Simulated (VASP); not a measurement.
# ZrScCl2 (P6/mmm) in VASP: a series of runs

Aim: see how the results for ZrScCl2 move with the level of theory and the settings. Levels: HSE(alpha, omega). Tasks: single point.

All numbers are computed with VASP 6.6.1; they aren't measurements. Logs are shortened: lines on timing, memory, paths and dates and some standing lists are left out, and cuts for length are marked.

## Step 1: The structure

Symmetry: P6/mmm, No. 191, hexagonal system. The conventional cell has a = 4.770 Å, b = 4.770 Å, c = 6.075 Å, α = 90.00°, β = 90.00°, γ = 120.00°. Zr (site symmetry 6/mmm) has 2 Sc at 3.04 Å as nearest neighbours. Sc (site symmetry 6/mmm) is surrounded by 6 Cl at 2.75 Å and 2 Zr at 3.04 Å. Around Cl (site symmetry -6m2) lie 3 Sc at 2.75 Å and 3 Cl at 2.75 Å.

The cell was built by a generator and needn't be a form met in nature.

## Step 2: Single point, HSE(alpha, omega)

POSCAR reads:

```
ZrScCl2
1.0
    4.7703200000      0.0000000000      0.0000000000
   -2.3851600000      4.1312200000      0.0000000000
    0.0000000000      0.0000000000      6.0746500000
Zr Sc Cl
1 1 2
Direct
    0.0000000000      0.0000000000      0.5000000000
    0.0000000000      0.0000000000      0.0000000000
    0.3333300000      0.6666700000      0.0000000000
    0.6666700000      0.3333300000      0.0000000000
```

INCAR.step1 reads:

```
PREC = Accurate ; ENCUT = 520
EDIFF = 1E-5 ; ISMEAR = -1
SIGMA = 0.05 ; LREAL = False
LASPH = True ; NELM = 100
ALGO = Normal ; ISIF = 2
LWAVE = True ; LCHARG = False
GGA = PE
```

INCAR.step2 reads:

```
PREC = Accurate ; ENCUT = 520
EDIFF = 1E-7 ; ISMEAR = -1
SIGMA = 0.05 ; LREAL = False
LASPH = True ; NELM = 100
ALGO = Normal ; ISIF = 2
LWAVE = False ; LCHARG = False
GGA = PE ; LHFCALC = True
HFSCREEN = 0.15 ; AEXX = 0.25
PRECFOCK = Fast ; ISTART = 1
```

KPOINTS reads:

```
Automatic mesh
0
Gamma
  4 4 3
```

Potentials or basis: VASP PAW PBE potentials, release 64 (Zr_sv, Sc_sv, Cl).

Launch:

```
$ cat potpaw_PBE.64/Zr_sv/POTCAR potpaw_PBE.64/Sc_sv/POTCAR potpaw_PBE.64/Cl/POTCAR > POTCAR
$ cp INCAR.step1 INCAR
$ mpirun -np 1 vasp_std > vasp.out
$ cp INCAR.step2 INCAR
$ mpirun -np 1 vasp_std > vasp.out
```

OUTCAR:

```text
PREC = Accurate
   ENCUT = 520
   EDIFF = 1E-7
   ISMEAR = -1
   LREAL = False
   LASPH = True
   NELM = 100
   ISIF = 2
   GGA = PE
   LHFCALC = True
   HFSCREEN = 0.15
   AEXX = 0.25
   PRECFOCK = Fast
   ISTART = 1

 ion  position               nearest neighbor table
   1  0.000  0.000  0.500-   2 3.04   2 3.04
   2  0.000  0.000  0.000-   3 2.75   4 2.75   4 2.75   3 2.75   4 2.75   3 2.75   1 3.04   1 3.04

   3  0.333  0.667  0.000-   2 2.75   2 2.75   2 2.75
   4  0.667  0.333  0.000-   2 2.75   2 2.75   2 2.75

  LATTYP: Found a hexagonal cell.
 ALAT       =     4.7703200000
 C/A-ratio  =     1.2734261014

  Lattice vectors:

 A1 = (   4.7703200000,   0.0000000000,   0.0000000000)
 A2 = (  -2.3851600000,   4.1312200000,   0.0000000000)
 A3 = (   0.0000000000,   0.0000000000,   6.0746500000)

Analysis of symmetry for initial positions (statically):
=====================================================================
 Subroutine PRICEL returns:
 Original cell was already a primitive cell.

 Routine SETGRP: Setting up the symmetry group for a
 hexagonal supercell.

 Subroutine GETGRP returns: Found  8 space group operations
 (whereof  8 operations were pure point group operations)
 out of a pool of 24 trial point group operations.

The static configuration has the point symmetry D_2h.

Analysis of symmetry for dynamics (positions and initial velocities):
=====================================================================
 Subroutine PRICEL returns:
 Original cell was already a primitive cell.

 Routine SETGRP: Setting up the symmetry group for a
 hexagonal supercell.

 Subroutine GETGRP returns: Found  8 space group operations
 (whereof  8 operations were pure point group operations)
 out of a pool of 24 trial point group operations.

The dynamic configuration has the point symmetry D_2h.

 Subroutine INISYM returns: Found  8 space group operations
 (whereof  8 operations are pure point group operations),
 and found     1 'primitive' translations

----------------------------------------------------------------------------------------

                                     Primitive cell

  volume of cell :     119.7146

  direct lattice vectors                    reciprocal lattice vectors
     4.770320000  0.000000000  0.000000000     0.209629543  0.121029623  0.000000000
    -2.385160000  4.131220000  0.000000000     0.000000000  0.242059246  0.000000000
     0.000000000  0.000000000  6.074650000     0.000000000  0.000000000  0.164618538

  length of vectors
     4.770320000  4.770321469  6.074650000     0.242059321  0.242059246  0.164618538

  position of ions in fractional coordinates (direct lattice)
     0.000000000  0.000000000  0.500000000
     0.000000000  0.000000000  0.000000000
     0.333330000  0.666670000  0.000000000
     0.666670000  0.333330000  0.000000000

  ion indices of the primitive-cell ions
   primitive index   ion index
                 1           1
                 2           2
                 3           3
                 4           4

----------------------------------------------------------------------------------------

 KPOINTS: Automatic mesh

Automatic generation of k-mesh.
 Grid dimensions read from file:
 generate k-points for:    4    4    3

 Generating k-lattice:

  Cartesian coordinates                     Fractional coordinates (reciprocal lattice)
     0.052407386  0.030257406  0.000000000     0.250000000  0.000000000  0.000000000
     0.000000000  0.060514812  0.000000000     0.000000000  0.250000000  0.000000000
     0.000000000  0.000000000  0.054872846     0.000000000  0.000000000  0.333333333

  Length of vectors
     0.060514830  0.060514812  0.054872846

  Shift w.r.t. Gamma in fractional coordinates (k-lattice)
     0.000000000  0.000000000  0.000000000

 Subroutine IBZKPT returns following result:
 ===========================================

 Found     14 irreducible k-points:

 Following reciprocal coordinates:
            Coordinates               Weight
  0.000000  0.000000  0.000000      1.000000
  0.250000  0.000000  0.000000      4.000000
 -0.250000  0.250000  0.000000      2.000000
  0.500000  0.000000  0.000000      2.000000
  0.500000  0.500000  0.000000      1.000000
  0.250000  0.250000  0.000000      2.000000
 -0.250000  0.500000  0.000000      4.000000
  0.000000  0.000000  0.333333      2.000000
  0.250000  0.000000  0.333333      8.000000
 -0.250000  0.250000  0.333333      4.000000
  0.500000  0.000000  0.333333      4.000000
  0.500000  0.500000  0.333333      2.000000
  0.250000  0.250000  0.333333      4.000000
 -0.250000  0.500000  0.333333      8.000000
   k-points           NKPTS =     14   k-points in BZ     NKDIM =     48   number of bands    NBANDS=     22
   number of dos      NEDOS =    301   number of ions     NIONS =      4
   total plane-waves  NPLWV =  62208
   dimension x,y,z NGX =    36 NGY =   36 NGZ =   48
   dimension x,y,z NGXF=    72 NGYF=   72 NGZF=   96
   ions per type =               1   1   2
   NGX,Y,Z   is equivalent  to a cutoff of  12.55, 12.55, 13.14 a.u.
   NGXF,Y,Z  is equivalent  to a cutoff of  25.09, 25.09, 26.27 a.u.
 SYSTEM =  unknown system
   PREC   = accura    normal or accurate (medium, high low for compatibility)
   ISTART =      1    job   : 0-new  1-cont  2-samecut
   ICHARG =      0    charge: 1-file 2-atom 10-const
   ISPIN  =      1    spin polarized calculation?
   LNONCOLLINEAR =      F non collinear calculations
   LSORBIT =      F    spin-orbit coupling
   LASPH  =      T    aspherical Exc in radial PAW
   ENCUT  =  520.0 eV  38.22 Ry    6.18 a.u.   8.87  8.87 11.29*2*pi/ulx,y,z
   NELM   =    100;   NELMIN=  2; NELMDL=  0     # of ELM steps
   EDIFF  = 0.1E-06   stopping-criterion for ELM
   LREAL  =      F    real-space projection
   EDIFFG = 0.1E-05   stopping-criterion for IOM
   NSW    =      0    number of steps for IOM
   IBRION =     -1    ionic relax: 0-MD 1-quasi-New 2-CG
   NFREE  =      0    steps in history (QN), initial steepest desc. (CG)
   ISIF   =      2    stress and relaxation
   ISYM   =      3    0-nonsym 1-usesym 2-fastsym
   POTIM  = 0.5000    time-step for ionic-motion
   TEBEG  =    0.0;   TEEND  =   0.0 temperature during run
   PSTRESS=    0.0 pullay stress
   NELECT =      37.0000    total number of electrons
   NUPDOWN=      -1.0000    fix difference up-down
   EMIN   =  10.00;   EMAX   =-10.00  energy-range for DOS
   EFERMI =   0.00;   METHOD = LEGACY
   ISMEAR =    -1;   SIGMA  =   0.05  broadening in eV -4-tet -1-fermi 0-gaus
   EFERMI_NEDOS =   21; number of points for ismear=-14 and -15
   IALGO  =     38    algorithm
   IMIX   =      1    mixing-type and parameters
     AMIX     =   0.40;   BMIX     =  1.00
     AMIX_MAG =   1.60;   BMIX_MAG =  1.00
  volume/ion in A,a.u.               =      29.93       201.97
  Fermi-wavevector in a.u.,A,eV,Ry     =   1.106861  2.091664 16.669056  1.225141
  Thomas-Fermi vector in A             =   2.243367
   LORBIT       =      0    0 simple, 1 ext, 2 COOP (PROOUT), +10 PAW based schemes
   GGA     = PE    functional components
   LHFCALC =     T    Hartree Fock is set to
   PRECFOCK=fast      Normal, Fast or Accurate (Low or Medium for compatibility)
   ENCUT4O =  -1.0   cutoff for four orbital integrals eV
   NKREDX  =     1    reduce k-point grid by
   NKREDY  =     1    reduce k-point grid by
   NKREDZ  =     1    reduce k-point grid by
   AEXX    =    0.2500 exact exchange contribution
   HFSCREEN=    0.1500 screening length (either q_TF or 0.3 A-1)
   HFSCREENC=   0.1500 screening length for correlation (either q_TF or 0.3 A-1)
   ENCUTFOCK=  -1.0 apply spherical cutoff to Coloumb kernel
   IVDW    =     0    specifies the selected vdW correction
   LEPSILON=     F    determine dielectric tensor
   LRPA    =     F    only Hartree local field effects (RPA)
 non-spin polarized calculation
  energy-cutoff  :      520.00
  volume of cell :      119.71
 maximum number of plane-waves:      3237
  NGX = 20; NGY = 20; NGZ = 28

 number of electron      36.9999996 magnetization

 Free energy of the ion-electron system (eV)
  ---------------------------------------------------
  ext. energy  EPLUGINS =         0.00000000
  ---------------------------------------------------
  free energy    TOTEN  =       -22.30099787 eV

  energy without entropy =      -22.27568545  energy(sigma->0) =      -22.28834166

 E-fermi :   4.0414     XC(G=0):  -7.1011

 val. band max:        3.9945365497   @ k =  -0.2500   0.2500   0.0000
 cond. band min:       4.0765414016   @ k =   0.2500   0.2500   0.0000
 fundamental gap:      0.0820048519
 Fermi energy:         4.0413539906

 k-point     1 :       0.0000    0.0000    0.0000
  band No.  band energies     occupation
      1     -51.2676      2.00000
      2     -50.4440      2.00000
      3     -28.3597      2.00000
      4     -28.3596      2.00000
      5     -28.2907      2.00000
      6     -27.1459      2.00000
[... 14 lines left out ...]
     21       4.6637      0.00001
     22       4.6637      0.00001

 k-point     2 :       0.2500    0.0000    0.0000
  band No.  band energies     occupation
      1     -51.2675      2.00000
      2     -50.4436      2.00000
      3     -28.3679      2.00000
      4     -28.3613      2.00000
      5     -28.2906      2.00000
      6     -27.1550      2.00000
[... 14 lines left out ...]
     21       4.3801      0.00228
     22       4.9804      0.00000

 k-point     3 :      -0.2500    0.2500    0.0000
  band No.  band energies     occupation
      1     -51.2675      2.00000
      2     -50.4436      2.00000
      3     -28.3680      2.00000
      4     -28.3613      2.00000
      5     -28.2906      2.00000
      6     -27.1550      2.00000
[... 14 lines left out ...]
     21       4.3801      0.00228
     22       4.9804      0.00000

 k-point     4 :       0.5000    0.0000    0.0000
  band No.  band energies     occupation
      1     -51.2674      2.00000
      2     -50.4433      2.00000
      3     -28.3766      2.00000
      4     -28.3629      2.00000
      5     -28.2906      2.00000
      6     -27.1642      2.00000
[... 14 lines left out ...]
     21       4.6527      0.00001
     22       5.3987      0.00000

 k-point     5 :       0.5000    0.5000    0.0000
  band No.  band energies     occupation
      1     -51.2674      2.00000
      2     -50.4433      2.00000
      3     -28.3766      2.00000
      4     -28.3629      2.00000
      5     -28.2906      2.00000
      6     -27.1642      2.00000
[... 14 lines left out ...]
     21       4.6527      0.00001
     22       5.3992      0.00000

 k-point     6 :       0.2500    0.2500    0.0000
  band No.  band energies     occupation
      1     -51.2674      2.00000
      2     -50.4433      2.00000
      3     -28.3731      2.00000
      4     -28.3665      2.00000
      5     -28.2906      2.00000
      6     -27.1610      2.00000
[... 14 lines left out ...]
     21       4.1558      0.18415
     22       5.4123      0.00000

 k-point     7 :      -0.2500    0.5000    0.0000
  band No.  band energies     occupation
      1     -51.2674      2.00000
      2     -50.4433      2.00000
      3     -28.3732      2.00000
      4     -28.3664      2.00000
      5     -28.2906      2.00000
      6     -27.1611      2.00000
[... 74 lines left out ...]
      6     -27.1571      2.00000
[... 14 lines left out ...]
     21       4.4855      0.00028
     22       4.9353      0.00000

 k-point    11 :       0.5000    0.0000    0.3333
  band No.  band energies     occupation
      1     -51.2664      2.00000
      2     -50.4445      2.00000
      3     -28.3764      2.00000
      4     -28.3630      2.00000
      5     -28.2495      2.00000
      6     -27.1656      2.00000
[... 14 lines left out ...]
     21       5.0077      0.00000
     22       5.3085      0.00000

 k-point    12 :       0.5000    0.5000    0.3333
  band No.  band energies     occupation
      1     -51.2664      2.00000
      2     -50.4445      2.00000
      3     -28.3764      2.00000
      4     -28.3630      2.00000
      5     -28.2495      2.00000
      6     -27.1657      2.00000
[... 14 lines left out ...]
     21       5.0075      0.00000
     22       5.2838      0.00000

 k-point    13 :       0.2500    0.2500    0.3333
  band No.  band energies     occupation
      1     -51.2664      2.00000
      2     -50.4445      2.00000
      3     -28.3730      2.00000
      4     -28.3665      2.00000
      5     -28.2495      2.00000
      6     -27.1628      2.00000
[... 14 lines left out ...]
     21       4.4620      0.00044
     22       4.8735      0.00000

 k-point    14 :      -0.2500    0.5000    0.3333
  band No.  band energies     occupation
      1     -51.2664      2.00000
      2     -50.4445      2.00000
      3     -28.3730      2.00000
      4     -28.3665      2.00000
      5     -28.2495      2.00000
      6     -27.1628      2.00000
[... 14 lines left out ...]
     21       4.4622      0.00044
     22       4.8735      0.00000

------------------------ aborting loop because EDIFF is reached ----------------------------------------

  FORCE on cell =-STRESS in cart. coord.  units (eV):
  Direction    XX          YY          ZZ          XY          YZ          ZX
  --------------------------------------------------------------------------------------
  -------------------------------------------------------------------------------------
  Total       -1.6514854     -1.6536277     -0.1918379     -0.0018542      0.0000000      0.0000000
  in kB      -22.1023380    -22.1310099     -2.5674261     -0.0248149      0.0000000      0.0000000
  external PRESSURE =     -15.6002580 kB  Pullay stress =       0.0000000 kB

 VOLUME and BASIS-vectors are now :
 -----------------------------------------------------------------------------
  energy-cutoff  :      520.00
  volume of cell :      119.71
      direct lattice vectors                 reciprocal lattice vectors
     4.770320000  0.000000000  0.000000000     0.209629543  0.121029623  0.000000000
    -2.385160000  4.131220000  0.000000000     0.000000000  0.242059246  0.000000000
     0.000000000  0.000000000  6.074650000     0.000000000  0.000000000  0.164618538

 POSITION                                       TOTAL-FORCE (eV/Angst)
 -----------------------------------------------------------------------------------
      0.00000      0.00000      3.03733        -0.000000      0.000000      0.000000
      0.00000      0.00000      0.00000        -0.000000      0.000000      0.000000
     -0.00002      2.75416      0.00000         0.000338     -0.000195      0.000000
      2.38518      1.37706      0.00000        -0.000338      0.000195      0.000000
 -----------------------------------------------------------------------------------
    total drift:                                0.000000      0.000000      0.000004

  FREE ENERGIE OF THE ION-ELECTRON SYSTEM (eV)
  ---------------------------------------------------
  free  energy   TOTEN  =       -22.3009978747 eV

  energy  without entropy=      -22.2756854516  energy(sigma->0) =      -22.28834166
```

Run time: 31 min. Hardware: 1 thread of Intel Xeon 6975P-C (Granite Rapids), shared host; peak memory 0.39 GiB.

What came out:

| Quantity | Value |
| --- | --- |
| Free energy | -22.3010 eV |
| Pressure | -1.6 GPa |
| Band gap on the k mesh | none (metal or under the smearing width) |

Stress tensor (GPa, compression positive):
```
-2.21  0.00  0.00
 0.00 -2.21  0.00
 0.00  0.00 -0.26
```

Caveat: the k mesh is coarse (spacing up to 0.38 Å⁻¹), so the values aren't converged, least of all with exact exchange; the PAW data sets were made with another functional, which shifts forces and pressure a little; an odd number of electrons without spin polarisation forces a metal; a magnetic or distorted state may lie lower.

## Step 3: Single point, HSE(alpha, omega)

POSCAR is that of step 2.

INCAR.step1 is that of step 2.

Edit INCAR.step2 of step 2 so:

```diff
@@ -7,3 +7,3 @@
 GGA = PE ; LHFCALC = True
-HFSCREEN = 0.15 ; AEXX = 0.25
+HFSCREEN = 0.1 ; AEXX = 0.25
 PRECFOCK = Fast ; ISTART = 1
```

KPOINTS is that of step 2.

Potentials or basis: VASP PAW PBE potentials, release 64 (Zr_sv, Sc_sv, Cl).

Launch:

```
$ cat potpaw_PBE.64/Zr_sv/POTCAR potpaw_PBE.64/Sc_sv/POTCAR potpaw_PBE.64/Cl/POTCAR > POTCAR
$ cp INCAR.step1 INCAR
$ mpirun -np 1 vasp_std > vasp.out
$ cp INCAR.step2 INCAR
$ mpirun -np 1 vasp_std > vasp.out
```

Run time: 46 min. Hardware: 1 thread of Intel Xeon 6975P-C (Granite Rapids), shared host; peak memory 0.38 GiB.

Results (log left out):

| Quantity | Value |
| --- | --- |
| Free energy | -22.8634 eV |
| Pressure | -1.6 GPa |
| Band gap on the k mesh | none (metal or under the smearing width) |

Stress tensor (GPa, compression positive):
```
-2.13  0.00  0.00
 0.00 -2.14  0.00
 0.00  0.00 -0.62
```

Levels at points of the mesh, in eV from the Fermi level:
| k point | band 15 | band 16 | band 17 | band 18 | band 19 | band 20 | band 21 | band 22 |
| --- | --- | --- | --- | --- | --- | --- | --- | --- |
| (0.00, 0.00, 0.00) | -4.64 | -4.41 | -3.71 | -2.17 | -0.34 | -0.34 | 0.69 | 0.69 |
| (0.50, 0.00, 0.00) | -4.53 | -4.18 | -2.87 | -0.89 | -0.59 | 0.39 | 0.63 | 1.42 |
| (0.50, 0.50, 0.00) | -4.53 | -4.18 | -2.87 | -0.89 | -0.59 | 0.39 | 0.63 | 1.42 |

Caveat: the k mesh is coarse (spacing up to 0.38 Å⁻¹), so the values aren't converged, least of all with exact exchange; the PAW data sets were made with another functional, which shifts forces and pressure a little; an odd number of electrons without spin polarisation forces a metal; a magnetic or distorted state may lie lower.
